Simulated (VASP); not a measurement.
Calculation: r2SCAN meta-GGA, VASP's PBE PAW potentials (set 64) (plane waves; VASP).

The input files of a VASP run:

**INCAR**
```
! general
SYSTEM  = ZnSe
PREC    = Accurate
ENCUT   = 480   ! plane-wave cut-off (eV)
LREAL   = F
LASPH   = T   ! aspherical one-centre terms

! electronic loop
EDIFF   = 1E-7   ! SCF stop (eV)
NELM    = 100   ! most electronic steps
ALGO    = Normal   ! blocked Davidson
LMAXMIX = 4   ! l cut-off of mixed one-centre charges
LMIXTAU = T

! smearing
ISMEAR  = 0
SIGMA   = 0.05   ! width (eV)

! functional
METAGGA = R2SCAN

! ions
IBRION  = 2
NSW     = 40   ! most ionic steps
ISIF    = 3   ! ions, shape and volume
EDIFFG  = -0.01   ! ionic stop
PSTRESS = 10   ! kbar

! output
LWAVE   = F
LCHARG  = F
```

**KPOINTS**
```
Automatic mesh
0
Gamma
8 8 8
0 0 0
```

### POSCAR
```
ZnSe
1
    0.0000000000     2.8286523830     2.8286523830
    2.8286523830     0.0000000000     2.8286523830
    2.8286523830     2.8286523830    -0.0000000000
Zn Se
1 1
Direct
  0.0000000000   0.0000000000   0.0000000000
  0.2500000000   0.2500000000   0.2500000000
```

POTCAR, in this order: Zn Se (PBE.64 set). Program: vasp_std.

Question: Predict the energy per atom (σ→0), volume per atom, band gap (on the k-mesh).

Answer: 
* **energy per atom (σ→0)**: -12.453 eV/atom
* **band gap (on the k-mesh)**: 1.93 eV
* **volume per atom**: 22.42 Å³/atom

OSZICAR:
```
...
DAV:   2    -0.249068017231E+02    0.20164E-03   -0.55935E-04   899   0.694E-01    0.373E-02
DAV:   3    -0.249067899000E+02    0.11823E-04   -0.14939E-05   764   0.396E-02    0.188E-02
DAV:   4    -0.249067883937E+02    0.15062E-05   -0.19837E-05   804   0.455E-02    0.707E-03
DAV:   5    -0.249067919422E+02   -0.35485E-05   -0.25248E-06   754   0.182E-02    0.515E-03
DAV:   6    -0.249067945434E+02   -0.26012E-05   -0.16134E-06  1118   0.153E-02    0.210E-03
DAV:   7    -0.249067948894E+02   -0.34604E-06   -0.48095E-07   754   0.101E-02    0.692E-04
DAV:   8    -0.249067948055E+02    0.83898E-07   -0.98179E-08   530   0.326E-03
   4 F= -.24626916E+02 E0= -.24626916E+02  d E =-.105774E-02
```

The compound is ZnSe in the zinc blende structure. This run relaxes it under an external pressure of 1 GPa. Symmetry was kept, so distortions that lower it aren't found.
